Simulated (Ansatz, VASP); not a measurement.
**One calculation of SF6, two programs**

```xyz
7
Lattice="-2.8735 2.8735 2.8735 2.8735 -2.8735 2.8735 2.8735 2.8735 -2.8735" Properties=species:S:1:pos:R:3 pbc="T T T"
S     0.0000    0.0000    0.0000
F     0.0000    0.0000    4.1702
F     0.0000    0.0000    1.5768
F     1.5768    0.0000    0.0000
F     4.1702    0.0000    0.0000
F     0.0000    4.1702    0.0000
F     0.0000    1.5768    0.0000
```

The cell comes from a database or a generator and needn't be the stable form of this composition.

Alike in both runs: task single point; functional LDA; k mesh 4 × 4 × 4; no spin polarisation.

```csv
,VASP,Ansatz
version,VASP 6.6.1,Ansatz 0.2.0
potentials or method,"VASP PAW LDA potentials, release 64 (S, F)","plane waves, PAW"
plane-wave cutoff (eV),520,420
occupations,"gaussian, width 0.01 eV",fixed
valence electrons in the cell,48,48
```

```tsv
	VASP	Ansatz	Ansatz less VASP
gap on the k mesh at the Fermi level (eV)	6.07	6.17	+0.096
```

A k mesh can miss the band edges.
